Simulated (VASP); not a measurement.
# BiMo16: core-level shifts

Which atoms of BiMo16 bind their core electrons more tightly, and does the hole change the order?

Main program and level: VASP 6.6.1; PBE; plane waves and PAW (Bi_d, Mo_sv), in the first sound run; inputs show where later runs differ.

## (1) Starting point

The cell holds 17 atoms: 1 Bi and 16 Mo. Its edges and angles: a = 6.320 Å, b = 5.473 Å, c = 23.403 Å, α = 90.0°, β = 90.0°, γ = 54.7°. It derives from Mo. Adsorbate: added Bi, site longbridge, coverage in monolayers 0.25, cell 2x2, faces one. Regions: adsorbate, 1 atom (1 Bi); layer 1, 4 atoms (4 Mo); layer 2, 4 atoms (4 Mo); layer 3, 4 atoms (4 Mo); other layers, 4 atoms (4 Mo). Vacuum lies along c.

## (2) Relaxation

The free atoms are relaxed first inside the given cell, which is kept (ISIF = 0), since core levels depend on the positions.

File INCAR:

```
SYSTEM = BiMo16
PREC = Normal
ENCUT = 330
EDIFF = 1E-05
NELM = 100
ISMEAR = 0
SIGMA = 0.1
LREAL = Auto
ALGO = Fast
GGA = PE
NBANDS = 148
LASPH = .TRUE.
LWAVE = .FALSE.
LCHARG = .FALSE.
KPAR = 2
NCORE = 4
IBRION = 2
NSW = 50
ISIF = 0
EDIFFG = -0.05
```

File POSCAR:

```
BiMo16
1.0
    6.3200000000      0.0000000000      0.0000000000
    3.1600000000      4.4689148571      0.0000000000
    0.0000000000      0.0000000000     23.4033722856
Bi Mo
1 16
Selective dynamics
Direct
    0.2509469600      0.0000000000      0.6795333630  T T T
    0.0000000000      0.0000000000      0.6068942590  T T T
    0.5000000000      0.0000000000      0.6068942590  T T T
    0.0000000000      0.5000000000      0.6068942590  T T T
    0.5000000000      0.5000000000      0.6068942590  T T T
    0.7500000000      0.5000000000      0.5114183850  T T T
    0.2500000000      0.5000000000      0.5114183850  T T T
    0.7500000000      0.0000000000      0.5114183850  T T T
    0.2500000000      0.0000000000      0.5114183850  T T T
    0.0000000000      0.0000000000      0.4159425110  F F F
    0.5000000000      0.0000000000      0.4159425110  F F F
    0.0000000000      0.5000000000      0.4159425110  F F F
    0.5000000000      0.5000000000      0.4159425110  F F F
    0.7500000000      0.5000000000      0.3204666370  F F F
    0.2500000000      0.5000000000      0.3204666370  F F F
    0.7500000000      0.0000000000      0.3204666370  F F F
    0.2500000000      0.0000000000      0.3204666370  F F F
```

File KPOINTS:

```
Automatic mesh
0
Gamma
4 4 1
0 0 0
```

PAW data sets: Bi_d and Mo_sv (PBE family, release 64).

Launch:

```bash
$ mpirun -np 8 vasp_std
```

Output:

```text
[banner, memory and clock lines left out]
running    8 mpi-ranks, on    1 nodes
 distrk:  each k-point on    4 cores,    2 groups
 distr:  one band on    4 cores,    1 groups

 POSCAR found type information on POSCAR BiMo
 POSCAR found :  2 types and      17 ions
 LDA part: xc-table for (Slater+PW92), standard interpolation
 POSCAR, INCAR and KPOINTS ok, starting setup
 FFT: planning ... GRIDC
 FFT: planning ... GRID_SOFT
 FFT: planning ... GRID
 WAVECAR not read
 entering main loop
       N       E                     dE             d eps       ncg     rms          rms(c)
DAV:   1     0.228887246191E+04    0.22889E+04   -0.12620E+05  2696   0.110E+03
DAV:   2    -0.650309059736E+02   -0.23539E+04   -0.22766E+04  2296   0.417E+02
DAV:   3    -0.174063447054E+03   -0.10903E+03   -0.10384E+03  2656   0.860E+01
DAV:   4    -0.179481228683E+03   -0.54178E+01   -0.52677E+01  2768   0.161E+01
DAV:   5    -0.179717338880E+03   -0.23611E+00   -0.23299E+00  2800   0.278E+00    0.525E+01
RMM:   6    -0.183234022266E+03   -0.35167E+01   -0.49584E+01  2283   0.149E+01    0.254E+01
RMM:   7    -0.321312766945E+03   -0.13808E+03   -0.12188E+02  2598   0.151E+01    0.551E+01
RMM:   8    -0.173376176592E+03    0.14794E+03   -0.42701E+01  2677   0.105E+01    0.157E+01
RMM:   9    -0.167488389364E+03    0.58878E+01   -0.86556E+00  2378   0.636E+00    0.631E+00
RMM:  10    -0.167190907487E+03    0.29748E+00   -0.20386E+00  2802   0.249E+00    0.539E+00
RMM:  11    -0.167295528748E+03   -0.10462E+00   -0.61991E-01  2663   0.136E+00    0.455E+00
RMM:  12    -0.167101085904E+03    0.19444E+00   -0.28474E-01  2301   0.105E+00    0.241E+00
RMM:  13    -0.167074433512E+03    0.26652E-01   -0.26111E-01  2462   0.103E+00    0.122E+00
RMM:  14    -0.167060093565E+03    0.14340E-01   -0.11640E-01  2657   0.682E-01    0.551E-01
RMM:  15    -0.167058314470E+03    0.17791E-02   -0.31462E-02  2797   0.336E-01    0.285E-01
RMM:  16    -0.167057981846E+03    0.33262E-03   -0.13457E-02  2750   0.191E-01    0.176E-01
RMM:  17    -0.167058062952E+03   -0.81105E-04   -0.51121E-03  2737   0.107E-01    0.119E-01
RMM:  18    -0.167058176702E+03   -0.11375E-03   -0.21601E-03  2589   0.647E-02    0.720E-02
RMM:  19    -0.167058271985E+03   -0.95283E-04   -0.96278E-04  2350   0.446E-02    0.509E-02
RMM:  20    -0.167058401776E+03   -0.12979E-03   -0.58884E-04  2202   0.287E-02    0.385E-02
RMM:  21    -0.167058533945E+03   -0.13217E-03   -0.24187E-04  2069   0.201E-02    0.237E-02
RMM:  22    -0.167058687148E+03   -0.15320E-03   -0.12216E-04  1818   0.167E-02    0.154E-02
RMM:  23    -0.167058762776E+03   -0.75628E-04   -0.59279E-05  1626   0.105E-02    0.101E-02
RMM:  24    -0.167058847618E+03   -0.84842E-04   -0.26359E-05  1401   0.702E-03    0.572E-03
RMM:  25    -0.167058960671E+03   -0.11305E-03   -0.31610E-05  1419   0.829E-03    0.402E-03
RMM:  26    -0.167058989709E+03   -0.29037E-04   -0.10178E-05  1280   0.600E-03    0.342E-03
RMM:  27    -0.167059051489E+03   -0.61781E-04   -0.76825E-06  1261   0.646E-03    0.328E-03
RMM:  28    -0.167059095313E+03   -0.43824E-04   -0.59278E-06  1131   0.569E-03    0.282E-03
RMM:  29    -0.167059117330E+03   -0.22017E-04   -0.51551E-06   814   0.537E-03    0.226E-03
RMM:  30    -0.167059132125E+03   -0.14795E-04   -0.47493E-06   822   0.513E-03    0.208E-03
RMM:  31    -0.167059135025E+03   -0.28996E-05   -0.37554E-06   688   0.449E-03
   1 F= -.16705914E+03 E0= -.16702106E+03  d E =-.167059E+03
 curvature:   0.00 expect dE= 0.000E+00 dE for cont linesearch  0.000E+00
 trial: gam= 0.00000 g(F)=  0.157E+02 g(S)=  0.000E+00 ort = 0.000E+00 (trialstep = 0.100E+01)
 search vector abs. value=  0.157E+02
 bond charge predicted
       N       E                     dE             d eps       ncg     rms          rms(c)
DAV:   1    -0.826489055815E+02    0.84410E+02   -0.56650E+03  2288   0.235E+02    0.342E+01
RMM:   2    -0.192338261085E+03   -0.10969E+03   -0.92038E+02  2765   0.663E+01    0.286E+01
RMM:   3    -0.216810530935E+03   -0.24472E+02   -0.15700E+02  2683   0.280E+01    0.378E+01
RMM:   4    -0.170010856009E+03    0.46800E+02   -0.19773E+01  2507   0.113E+01    0.136E+01
RMM:   5    -0.169152325107E+03    0.85853E+00   -0.82753E+00  2907   0.558E+00    0.107E+01
RMM:   6    -0.168679312571E+03    0.47301E+00   -0.19462E+00  2533   0.281E+00    0.890E+00
RMM:   7    -0.168447941283E+03    0.23137E+00   -0.95111E-01  2723   0.189E+00    0.631E+00
RMM:   8    -0.168354577403E+03    0.93364E-01   -0.69580E-01  2595   0.175E+00    0.379E+00
RMM:   9    -0.168295412350E+03    0.59165E-01   -0.40527E-01  2655   0.139E+00    0.135E+00
RMM:  10    -0.168309516250E+03   -0.14104E-01   -0.14477E-01  2792   0.712E-01    0.140E+00
RMM:  11    -0.168294154689E+03    0.15362E-01   -0.42362E-02  2571   0.427E-01    0.900E-01
RMM:  12    -0.168286036160E+03    0.81185E-02   -0.21454E-02  2548   0.321E-01    0.414E-01
RMM:  13    -0.168284810263E+03    0.12259E-02   -0.99852E-03  2629   0.194E-01    0.189E-01
RMM:  14    -0.168285274338E+03   -0.46407E-03   -0.34752E-03  2780   0.105E-01    0.210E-01
RMM:  15    -0.168284807649E+03    0.46669E-03   -0.15135E-03  2462   0.765E-02    0.676E-02
RMM:  16    -0.168284823941E+03   -0.16292E-04   -0.78658E-04  2502   0.448E-02    0.354E-02
RMM:  17    -0.168284822667E+03    0.12738E-05   -0.19858E-04  1933   0.261E-02    0.142E-02
RMM:  18    -0.168284832684E+03   -0.10016E-04   -0.94751E-05  1653   0.138E-02    0.850E-03
RMM:  19    -0.168284838092E+03   -0.54089E-05   -0.34793E-05  1383   0.900E-03
   2 F= -.16828484E+03 E0= -.16823580E+03  d E =-.122570E+01
[... from here on, the cycles between the ionic steps are left out ...]
   3 F= -.17016425E+03 E0= -.17011739E+03  d E =-.310511E+01
   4 F= -.17033270E+03 E0= -.17028957E+03  d E =-.168455E+00
   5 F= -.17036526E+03 E0= -.17032493E+03  d E =-.201007E+00
   6 F= -.17038651E+03 E0= -.17034578E+03  d E =-.212533E-01
   7 F= -.17038942E+03 E0= -.17034845E+03  d E =-.241638E-01
   8 F= -.17039318E+03 E0= -.17035263E+03  d E =-.376335E-02
   9 F= -.17039380E+03 E0= -.17035342E+03  d E =-.437856E-02
  10 F= -.17039385E+03 E0= -.17035353E+03  d E =-.442740E-02
  11 F= -.17039565E+03 E0= -.17035529E+03  d E =-.179898E-02
  12 F= -.17039779E+03 E0= -.17035731E+03  d E =-.394324E-02
 curvature:  -3.23 expect dE=-0.151E-02 dE for cont linesearch -0.378E-05
 trial: gam= 0.31727 g(F)=  0.466E-03 g(S)=  0.000E+00 ort = 0.519E-04 (trialstep = 0.192E+01)
 search vector abs. value=  0.732E-03
 bond charge predicted
       N       E                     dE             d eps       ncg     rms          rms(c)
DAV:   1    -0.170395051042E+03    0.27376E-02   -0.89909E-01  2136   0.366E+00    0.153E-01
RMM:   2    -0.170397687910E+03   -0.26369E-02   -0.27775E-02  2258   0.600E-01    0.859E-02
RMM:   3    -0.170398287134E+03   -0.59922E-03   -0.47698E-03  2949   0.218E-01    0.985E-02
RMM:   4    -0.170398237613E+03    0.49521E-04   -0.74759E-04  2572   0.635E-02    0.829E-02
RMM:   5    -0.170398063192E+03    0.17442E-03   -0.23690E-04  2291   0.338E-02    0.402E-02
RMM:   6    -0.170398076355E+03   -0.13163E-04   -0.84731E-05  1977   0.216E-02    0.260E-02
RMM:   7    -0.170398075442E+03    0.91328E-06   -0.40585E-05  1700   0.145E-02
  13 F= -.17039808E+03 E0= -.17035786E+03  d E =-.284150E-03
 trial-energy change:   -0.000284  1 .order   -0.000252   -0.000925    0.000422
 step:   1.3155(harm=  1.3155)  dis= 0.00341  next Energy=  -170.398109 (dE=-0.318E-03)
 reached required accuracy - stopping structural energy minimisation
```

It took 4.6 min on 8 MPI ranks of AMD EPYC 7R43, shared host; peak memory 1.4 GiB; 36 min of CPU time.

Lines that name or quote the potential files are left out of all logs, and their timing lines are given in words.

OUTCAR, selected parts (step 2):

```text
ion  position               nearest neighbor table
   1  0.251  0.000  0.680-   3 2.32   2 2.32   4 2.81   5 2.81
   2  0.000  0.000  0.607-   1 2.32   8 2.74   9 2.74   4 2.74   4 2.74   5 2.74   5 2.74   7 3.16
                             6 3.16   3 3.16   3 3.16
   3  0.500  0.000  0.607-   1 2.32   8 2.74   9 2.74   5 2.74   4 2.74   5 2.74   4 2.74   6 3.16
                             7 3.16   2 3.16   2 3.16
   4  0.000  0.500  0.607-   6 2.74   7 2.74   2 2.74   2 2.74   3 2.74   3 2.74   1 2.81   9 3.16
                             8 3.16   5 3.16   5 3.16
   5  0.500  0.500  0.607-   6 2.74   7 2.74   3 2.74   2 2.74   3 2.74   2 2.74   1 2.81   8 3.16
                             9 3.16   4 3.16   4 3.16
   6  0.750  0.500  0.511-   4 2.74   5 2.74  12 2.74  13 2.74   8 2.74   8 2.74   9 2.74   9 2.74
                             3 3.16  11 3.16  10 3.16   2 3.16   7 3.16   7 3.16
   7  0.250  0.500  0.511-   4 2.74   5 2.74  12 2.74  13 2.74   9 2.74   8 2.74   9 2.74   8 2.74
                             2 3.16  10 3.16  11 3.16   3 3.16   6 3.16   6 3.16
   8  0.750  0.000  0.511-   2 2.74   3 2.74  10 2.74  11 2.74   6 2.74   6 2.74   7 2.74   7 2.74
                             5 3.16  13 3.16  12 3.16   4 3.16   9 3.16   9 3.16
   9  0.250  0.000  0.511-   2 2.74   3 2.74  10 2.74  11 2.74   7 2.74   6 2.74   7 2.74   6 2.74
                             4 3.16  12 3.16  13 3.16   5 3.16   8 3.16   8 3.16
  10  0.000  0.000  0.416-  16 2.74  17 2.74   8 2.74   9 2.74  12 2.74  12 2.74  13 2.74  13 2.74
                            15 3.16  14 3.16   6 3.16   7 3.16  11 3.16  11 3.16
  11  0.500  0.000  0.416-  16 2.74  17 2.74   8 2.74   9 2.74  13 2.74  12 2.74  13 2.74  12 2.74
                            14 3.16  15 3.16   7 3.16   6 3.16  10 3.16  10 3.16
  12  0.000  0.500  0.416-  14 2.74  15 2.74   6 2.74   7 2.74  10 2.74  10 2.74  11 2.74  11 2.74
                            17 3.16  16 3.16   8 3.16   9 3.16  13 3.16  13 3.16
  13  0.500  0.500  0.416-  14 2.74  15 2.74   6 2.74   7 2.74  11 2.74  10 2.74  11 2.74  10 2.74
                            16 3.16  17 3.16   9 3.16   8 3.16  12 3.16  12 3.16
  14  0.750  0.500  0.320-  12 2.74  13 2.74  16 2.74  16 2.74  17 2.74  17 2.74  10 3.16  11 3.16
                            15 3.16  15 3.16
  15  0.250  0.500  0.320-  12 2.74  13 2.74  17 2.74  16 2.74  17 2.74  16 2.74  11 3.16  10 3.16
                            14 3.16  14 3.16
  16  0.750  0.000  0.320-  10 2.74  11 2.74  14 2.74  14 2.74  15 2.74  15 2.74  12 3.16  13 3.16
                            17 3.16  17 3.16
  17  0.250  0.000  0.320-  10 2.74  11 2.74  15 2.74  14 2.74  15 2.74  14 2.74  13 3.16  12 3.16
                            16 3.16  16 3.16

  LATTYP: Found a base centered orthorhombic cell.
 ALAT       =     6.3200000000
 B/A-ratio  =     1.4142135624
 C/A-ratio  =     3.7030652351

 Subroutine GETGRP returns: Found  2 space group operations
 (whereof  2 operations were pure point group operations)

The static configuration has the point symmetry C_1h.

 Found      7 irreducible k-points:

   k-points           NKPTS =      7   k-points in BZ     NKDIM =      7   number of bands    NBANDS=    148

   dimension x,y,z NGX =    28 NGY =   24 NGZ =  108
   dimension x,y,z NGXF=    56 NGYF=   48 NGZF=  216

   ENCUT  =  330.0 eV  24.25 Ry    4.92 a.u.   9.36  8.11 34.67*2*pi/ulx,y,z

   NELECT =     239.0000    total number of electrons

 k-points in reciprocal lattice and weights: Automatic mesh
   0.00000000  0.00000000  0.00000000       0.062
   0.25000000 -0.00000000  0.00000000       0.250
   0.50000000 -0.00000000  0.00000000       0.125
   0.00000000  0.25000000  0.00000000       0.125
   0.50000000  0.25000000  0.00000000       0.125
  -0.25000000  0.25000000  0.00000000       0.250
   0.00000000  0.50000000  0.00000000       0.062

 average (electrostatic) potential at core
       1-107.6213       2 -79.0625       3 -79.0620       4 -79.1015       5 -79.1015
       6 -79.2306       7 -79.2306       8 -79.2520       9 -79.2846      10 -79.3030
      11 -79.3029      12 -79.3268      13 -79.3268      14 -79.1516      15 -79.1516
      16 -79.1711      17 -79.1736

 E-fermi :   2.5546

 k-point     1 :       0.0000    0.0000    0.0000
  band No.  band energies     occupation
    ...
    110       1.6056      2.00000
    111       1.6406      2.00000
    112       2.2759      1.99992
    113       2.3757      1.98861
    114       2.4001      1.97114
    115       2.9492      0.00000
    116       2.9893      0.00000
    117       3.0167      0.00000
    118       3.3104      0.00000
    119       3.3425      0.00000
    ...

 k-point     2 :       0.2500   -0.0000    0.0000
  band No.  band energies     occupation
    ...
    113       1.8376      2.00000
    114       1.8823      2.00000
    115       2.2496      1.99998
    116       2.4108      1.95811
    117       2.5140      1.43418
    118       2.6409      0.22228
    119       2.6635      0.12362
    120       2.8251      0.00013
    121       3.1439      0.00000
    122       3.2511      0.00000
    ...

 k-point     3 :       0.5000   -0.0000    0.0000
  band No.  band energies     occupation
    ...
    116       1.7249      2.00000
    117       1.8642      2.00000
    118       1.8680      2.00000
    119       1.9085      2.00000
    120       2.2918      1.99980
    121       2.6490      0.18216
    122       2.8298      0.00010
    123       2.9670      0.00000
    124       2.9989      0.00000
    125       3.0232      0.00000
    ...

  energy-cutoff  :      330.00
  volume of cell :      660.99
      direct lattice vectors                 reciprocal lattice vectors
     6.320000000  0.000000000  0.000000000     0.158227848 -0.111883984  0.000000000
     3.160000000  4.468914857  0.000000000     0.000000000  0.223767969  0.000000000
     0.000000000  0.000000000 23.403372286     0.000000000  0.000000000  0.042728885

 POSITION                                       TOTAL-FORCE (eV/Angst)
 -----------------------------------------------------------------------------------
      1.58145      0.00000     16.39576        -0.001634      0.000000      0.022798
      6.24693      0.00000     14.11918        -0.019779      0.000000     -0.020311
      3.23468      0.00000     14.11897         0.018147      0.000000     -0.024432
      7.90046      2.23922     14.16805         0.000134      0.015154     -0.006129
      4.74046      2.22969     14.16805         0.000134     -0.015154     -0.006129
      6.32020      2.23426     11.98606         0.000453      0.003852      0.001463
      3.16020      2.23466     11.98606         0.000453     -0.003852      0.001463
      4.74053      0.00000     11.91817        -0.006403      0.000000      0.043125
      1.57995      0.00000     11.96220         0.006515      0.000000      0.005485
      0.00000      0.00000      9.73446         0.013274      0.000000     -0.421053
      3.16000      0.00000      9.73446        -0.011271      0.000000     -0.418651
      1.58000      2.23446      9.73446         0.000292     -0.095580     -0.700420
      4.74000      2.23446      9.73446         0.000292      0.095580     -0.700420
      6.32000      2.23446      7.50000        -0.000145     -0.000058      0.597552
      3.16000      2.23446      7.50000        -0.000145      0.000058      0.597552
      4.74000      0.00000      7.50000        -0.000123      0.000000      0.539369
      1.58000      0.00000      7.50000        -0.000196      0.000000      0.488740
 -----------------------------------------------------------------------------------
    total drift:                                0.000360     -0.000002     -0.010056

  FREE ENERGIE OF THE ION-ELECTRON SYSTEM (eV)
  ---------------------------------------------------
  free  energy   TOTEN  =      -170.3980754418 eV

  energy  without entropy=     -170.3176451892  energy(sigma->0) =     -170.35786032

 reached required accuracy - stopping structural energy minimisation

[... 3 further parts left out ...]
```

CONTCAR:

```
BiMo16
   1.00000000000000
     6.3200000000000003    0.0000000000000000    0.0000000000000000
     3.1600000000000001    4.4689148570999997    0.0000000000000000
     0.0000000000000000    0.0000000000000000   23.4033722855999997
  Bi              Mo
     1    16
Selective dynamics
Direct
     0.2502288765352303    0.0000000000000000    0.7005726582678403   T   T   T
     0.9884387005218002    0.0000000000000000    0.6032967665865043   T   T   T
     0.5118160205846204    0.0000000000000000    0.6032877458540626   T   T   T
     0.9995398447100631    0.5010666862881229    0.6053850420141594   T   T   T
     0.5006065309981861    0.4989333137118771    0.6053850420141594   T   T   T
     0.7500532107115269    0.4999555441247305    0.5121508794297305   T   T   T
     0.2500087548362574    0.5000444558752695    0.5121508794297305   T   T   T
     0.7500836114584388    0.0000000000000000    0.5092503000343815   T   T   T
     0.2499919848370846    0.0000000000000000    0.5111314901954271   T   T   T
     0.0000000000000000    0.0000000000000000    0.4159425109999972   F   F   F
     0.5000000000000000    0.0000000000000000    0.4159425109999972   F   F   F
     0.0000000000000000    0.5000000000000000    0.4159425109999972   F   F   F
     0.5000000000000000    0.5000000000000000    0.4159425109999972   F   F   F
     0.7500000000000000    0.5000000000000000    0.3204666370000027   F   F   F
     0.2500000000000000    0.5000000000000000    0.3204666370000027   F   F   F
     0.7500000000000000    0.0000000000000000    0.3204666370000027   F   F   F
     0.2500000000000000    0.0000000000000000    0.3204666370000027   F   F   F
```

This run has no spin polarisation. The run keeps the 2 symmetry operations of its start, so it cannot find a distortion of lower symmetry.

The steps of the relaxation:

| step | energy less that of the first step (eV) | largest force (eV/Å) |
| --- | --- | --- |
| 1 | 0.0000 | 13.0255 |
| 2 | -1.2257 | 6.4349 |
| 3 | -3.1051 | 1.3734 |
| 4 | -3.2736 | 0.8247 |
| 5 | -3.3061 | 0.8320 |
| 6 | -3.3274 | 0.8133 |
| 7 | -3.3303 | 0.8050 |
| 8 | -3.3340 | 0.7964 |
| 9 | -3.3347 | 0.7937 |
| 10 | -3.3347 | 0.7931 |
| 11 | -3.3365 | 0.7695 |
| 12 | -3.3387 | 0.7085 |
| 13 | -3.3389 | 0.7069 |

The atoms that moved most (Å):

```
atom      dx      dy      dz  length
 Bi1  -0.005   0.000   0.492   0.492
 Mo3   0.075   0.000  -0.084   0.113
 Mo2  -0.073   0.000  -0.084   0.111
 Mo8   0.001   0.000  -0.051   0.051
 Mo4   0.000   0.005  -0.035   0.036
 Mo5   0.000  -0.005  -0.035   0.036
 Mo6   0.000   0.000   0.017   0.017
 Mo7   0.000   0.000   0.017   0.017
```

The relaxed structure:

```xyz
17
Lattice="6.3200 0.0000 0.0000 3.1600 4.4689 0.0000 0.0000 0.0000 23.4034" Properties=species:S:1:pos:R:3
Bi    1.5814    0.0000   16.3958
Mo   -0.0731    0.0000   14.1192
Mo    3.2347    0.0000   14.1190
Mo    1.5805    2.2392   14.1681
Mo    4.7405    2.2297   14.1681
Mo    6.3202    2.2343   11.9861
Mo    3.1602    2.2347   11.9861
Mo    4.7405    0.0000   11.9182
Mo    1.5799    0.0000   11.9622
Mo    0.0000    0.0000    9.7345
Mo    3.1600    0.0000    9.7345
Mo    1.5800    2.2345    9.7345
Mo    4.7400    2.2345    9.7345
Mo    6.3200    2.2345    7.5000
Mo    3.1600    2.2345    7.5000
Mo    4.7400    0.0000    7.5000
Mo    1.5800    0.0000    7.5000
```

This step gave:

```
free energy (TOTEN)     : -170.3981 eV
energy at zero smearing : -170.3579 eV
Fermi energy            : 2.555 eV
```

The forces on the free atoms are under 0.05 eV/Å, while the fixed ones keep up to 0.71 eV/Å.

(Continued in part 2 of 3.)

[Lines on the potential files, build, host, timing and source positions are cut from VASP's logs without a mark.]

[Logs are printed without paths, hosts, clocks, repeated set-up lines and the standing remarks that a program may print on its own settings, such as how far it seeks lower states.]

[Hosts, paths, dates, database ids (printed as entryN), source tags and the programs' standing remarks are cut or masked in the printed files.]
